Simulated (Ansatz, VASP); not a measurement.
# Cross-check of N between VASP and Ansatz, part 2 of 2

Wanted: the spread between two codes on one cell, functional and k mesh. The cell is taken from a series of runs on this material, whose earlier steps may have relaxed, scaled, displaced or heated it; both programs get it as it stands.

VASP 6.6.1 and Ansatz 0.2.0.

So far: Set-up; VASP: zone-centre phonons, LDA.

## Step 3: Ansatz: zone-centre phonons, LDA

Level of this step: Ansatz beside VASP: Kohn-Sham DFT, plane waves, LDA (Ansatz).

Ansatz runs on its default PAW (the set named soft_2) files.

The same cell, functional (in two slightly different forms), mesh and smearing now go to Ansatz, which takes its cutoff from its data sets.

input.yaml

```yaml
crystal:
  lattice:
    - [3.714969715, 0.0, 0.0]
    - [0.0, 3.714969715, 0.0]
    - [0.0, 0.0, 4.9598631909]
  atoms:
    - { symbol: "N", position: [0.8959258176, 0.8959258176, 0.0] }
    - { symbol: "N", position: [0.6040741824, 0.3959258176, 0.5] }
    - { symbol: "N", position: [0.1040741824, 0.1040741824, 0.0] }
    - { symbol: "N", position: [0.3959258176, 0.6040741824, 0.5] }
total_charge: -0.4
kpoints:
  mp_grid: { grid: [10, 10, 8] }
hamiltonian:
  xc: lda
scf:
  occupations: { method: fermi_dirac, width: 0.1 }
  n_extra_bands: 10
output:
  eigenvalues: true
phonons:
  method: dfpt
```

The run is started by

```
ansatz run input.yaml --threads 4 --pin off --max-ram 8192MiB --backend cpu --events-out ev --progress --plain --runs-dir out
```

Numbers of over 12 decimals in the logs are rounded to 6 here.

Log:

```text
scf.n_extra_bands = 10 over 11 filled bands (N_el = 20.4): the run solves 21 bands
zone centre: on kpoints.mp_grid the ground state, and the responses unless they are solved on pairs of k-points, stand on 260 of the mesh's 800 k-points, reduced under 2 symmetry operations, with k and −k counted as one. Each operation leaves every solved displacement unchanged or reverses it
Engine: ansatz 0.2.0, aarch64-unknown-linux-gnu
Pseudopotentials: kind: paw
Pseudopotential: N, paw, valence charge 5, recommended cutoff 420 eV (normal), N.paw.azcp
Functional definition: SPW92
  exchange = slater_x
  correlation = pw_c
Crystal: 4 atoms, lattice volume = 68.451 Å³
Basis set: ecut = 420 eV, 1337 PW (Γ), exchange–correlation on 60×60×72 points (8 copies of the dense FFT grid, shifted against one another)
Bands: 21, of which v1, the nominal top of the filled ones, is band 10 counted from 1 (9 counted from 0)
Symmetry: 16 space group operations
k-points: 260 of 800 (irreducible under 2 space group operations, time reversal used)
Non-local potential: N, projectors of the file, l = 0: 2, l = 1: 2, l = 2: 1
PAW form: soft (Blöchl's): semilocal exchange-correlation on the pseudo side does not see the compensation charge
PAW frozen core: N, regenerated for the run's functional, and the local potential with it (the file was generated under x = pbe(κ = 0.804, μ = 0.219515), c = pbe(β = 0.066725))
PAW one-centre angular grid: N, 110 points (default); XC on 64 Gauss nodes
Initial density: superposition of atomic densities (neutral atoms scaled as one to the charged cell's electrons: chi_scale 0, normalization atom), corrected by the library's trained network
Initial wavefunctions: pseudopotential atomic-orbital guess
Functional: x = slater, c = lda
SCF iter   1: F=—  HF=-1493.744382 eV  |F-HF|=—  |Δ(HF+E_count)|=         —  Δρ=2.77e-2  dr2=5.52e-1  ethr=1.77e-3  ⟨swp⟩=5.3  Hψ=26426  notcnv=0  defer=306
preconditioner: auto → LDOS  [metal: Δε(μ)=0.071 eV  Ē_g=14.499 eV  σ=0.100 eV  W_gap=0.18  n_scr=14 (ndim 8)  ℏωp=18.2 eV  f_vac=0.117  D(μ)=0.99/eV (n_scr^D=2)  β→1.0]
SCF iter   2: F=—  HF=-1493.548747 eV  |F-HF|=—  |Δ(HF+E_count)|=   1.96e-1  Δρ=1.26e-2  dr2=5.52e-2  ethr=1.77e-3  ⟨swp⟩=2.0  Hψ=12625  notcnv=0  defer=377
SCF iter   3: F=—  HF=-1493.534837 eV  |F-HF|=—  |Δ(HF+E_count)|=   1.39e-2  Δρ=1.68e-3  dr2=2.22e-3  ethr=2.71e-4  ⟨swp⟩=2.0  Hψ=10156  notcnv=0  defer=377
SCF iter   4: F=—  HF=-1493.534558 eV  |F-HF|=—  |Δ(HF+E_count)|=   2.78e-4  Δρ=2.85e-4  dr2=4.80e-5  ethr=1.09e-5  ⟨swp⟩=2.4  Hψ=7054  notcnv=0  defer=377
SCF iter   5: F=—  HF=-1493.534561 eV  |F-HF|=—  |Δ(HF+E_count)|=   2.66e-6  Δρ=4.70e-5  dr2=9.98e-7  ethr=2.35e-7  ⟨swp⟩=2.0  Hψ=7177  notcnv=0  defer=377
SCF iter   6: F=—  HF=-1493.534561 eV  |F-HF|=—  |Δ(HF+E_count)|=   2.81e-7  Δρ=4.54e-6  dr2=6.44e-9  ethr=4.89e-9  ⟨swp⟩=2.0  Hψ=7604  notcnv=0  defer=377
SCF iter   7: F=—  HF=-1493.534561 eV  |F-HF|=—  |Δ(HF+E_count)|=   9.61e-9  Δρ=4.48e-7  dr2=9.15e-11  ethr=3.16e-11  ⟨swp⟩=2.2  Hψ=7783  notcnv=0  defer=377
SCF iter   8: F=-1493.534561 eV  HF=-1493.534561 eV  |F-HF|=1.14e-12  |Δ(HF+E_count)|=  9.16e-11  Δρ=3.66e-8  dr2=5.05e-13  ethr=1.00e-12  ⟨swp⟩=11.5  Hψ=25199  notcnv=0
SCF 1 converged in 8 iterations: F = -1493.534561 eV  dr2 = 5.05e-13
  greatest PAW one-centre occupation: 0.848 electrons in one spin orbital (limit 2), on the N atom at site 3 (counted from 0), in its partial waves of l = 0
DFPT response loops at Γ: preconditioner auto → Kerker (q_TF=auto, 2.230 Å⁻¹) (partly filled bands, converged f_vac=0.067); β = 1.00, the filter's whole step (`scf.mixing.beta` (0.50) is not read by the response loops under this deck's `scf.mixing.preconditioner`; to damp them name `kerker` or `kerker_dos`, under which they read `scf.mixing.beta`, and type it under 1.00, their step now; both keys bind the ground state too); Broyden in place of MSR1
SCF converged after 8 iterations
Free energy (F): -1493.534561 eV
Harris-Foulkes:  -1493.534561 eV  (|F-HF|=1.14e-12)
Internal energy: -1493.492583 eV  (E = F + TS)
E sigma→0 (E₀):  -1493.513572 eV
Entropy (-TS):   -0.041978 eV (-10.494 meV/atom)
Fermi energy:    2.933848 eV
--- Per-component energies (eV) ---
  E_band       = -183.634581
  E_kinetic    = 507.491530
  E_local      = -1332.211985  (includes V_loc(G=0)·N_el)
  E_nonlocal   = 198.989583
  E_hartree    = 408.229542
  E_xc         = -228.945612
  E_vxc        = -292.180250  (∫ρ·V_xc dr)
  E_paw        = -473.749533  (= ΣΔE_a)
  E_vpaw       = -82.182890  (= ΣTr[D̂ρ^β])
  E_aug_tail   = 0.000342  (compensation charges beyond the density's cutoff)
  E_ewald      = -573.616626
  E_core_change = 0.320176  (= ΣΔE_core)
  E_smearing   = -0.041978  (= −TS)
  E_closure    = -0.000000  (closes the sum)
  E_deformation_potential = -2.561703  (in the stress; not in F)
  Σ components = -1493.534561   (vs F -1493.534561, Δ=0.00e0)
--- Band table (eV; the first three rows and the last of 260) ---
  k-point 0: bands = [... 6 lower, -5.4539, -5.4539, -5.4123, -4.4368, 2.1525, 3.5193, 4.1089, 4.1089, ... 7 higher]
  k-point 1: bands = [... 6 lower, -5.4622, -5.4622, -5.2621, -4.4423, 2.1967, 3.4577, 4.1092, 4.1092, ... 7 higher]
  k-point 2: bands = [... 6 lower, -5.4819, -5.4819, -5.0214, -4.4652, 2.3257, 3.2864, 4.1095, 4.1095, ... 7 higher]
  k-point 259: bands = [... 6 lower, -5.9843, -5.9843, -3.9569, -3.9569, 3.4585, 3.4585, 5.1305, 5.1305, ... 7 higher]
--- Phonons (Γ-DFPT): 2 representative perturbations + reference, on 260 of 800 k-points (Σ response iterations 6) ---
  k mesh reduced under 2 symmetry operations, with k and −k counted as one. Each operation leaves every solved displacement unchanged or reverses it
  ASR residual: 3.470e-4 → 0.000e0 eV/Å²; symmetrization residual: 3.875e-8 eV/Å²
  ASR residual per site (eV/Å²): 3.47e-4 3.47e-4 3.47e-4 3.47e-4
  Γ frequencies (cm⁻¹): -239.07 -239.07 0.00 0.00 0.00 40.36 73.27 73.27 100.16 102.18 2216.59 2401.72
  non-analytic LO–TO correction: not included (Born effective charges unavailable; polar crystals: no LO–TO splitting at Γ)
```

Reading the cycles: dr2 is the Hartree energy of the density residual (eV), the measure of convergence; HF is the Harris–Foulkes estimate of the energy, which meets the free energy F at convergence.

## Step 4: Side by side

Known differences besides the potentials themselves: the two LDA forms differ slightly; the cutoff is 420 eV in Ansatz and 600 eV in VASP; VASP's log shows a relativistic correction to its local exchange, Ansatz's none. Total energies have different zeros and are not compared.

Zone-centre modes by rising frequency (cm⁻¹; imaginary ones negative):

```csv
program,modes
Ansatz,"-239.1, -239.1, 0.0, 0.0, 0.0, 40.4, 73.3, 73.3, 100.2, 102.2, 2216.6, 2401.7"
VASP,"-333.5, -333.5, -210.1, -202.0, -5.7, -5.7, 0.0, 41.1, 69.7, 69.7, 2386.8, 2544.4"
```

The two lists differ in the order or number of single and degenerate modes, so they aren't paired one by one; the r.m.s. figure in the results sets the two lists side by side in order. The cell carries a charge of -0.4 e against a uniform background, so its pressure also hangs on how the neutralising background is counted, and in a defect's cell a gap may be the spacing between its levels.

## Step 5: Summary of results

```json
{
  "r.m.s. difference of the optical zone-centre modes, each program's sorted by frequency (zone-centre phonons, LDA)": "152 cm⁻¹"
}
```

**Reading.** The r.m.s. difference of the optical zone-centre modes, each program's sorted by frequency is 152 cm⁻¹ (zone-centre phonons, LDA). What causes the difference of the zone-centre phonons, LDA pair stays open here. How closely two codes agree says nothing of how well the functional describes the real material.

[Lines on the potential files, build, host, timing and source positions are cut from VASP's logs without a mark.]

[Logs are printed without paths, hosts, clocks, repeated set-up lines and the standing remarks that a program may print on its own settings, such as how far it seeks lower states.]

[Hosts, paths, dates, database ids (printed as entryN), source tags and the programs' standing remarks are cut or masked in the printed files.]
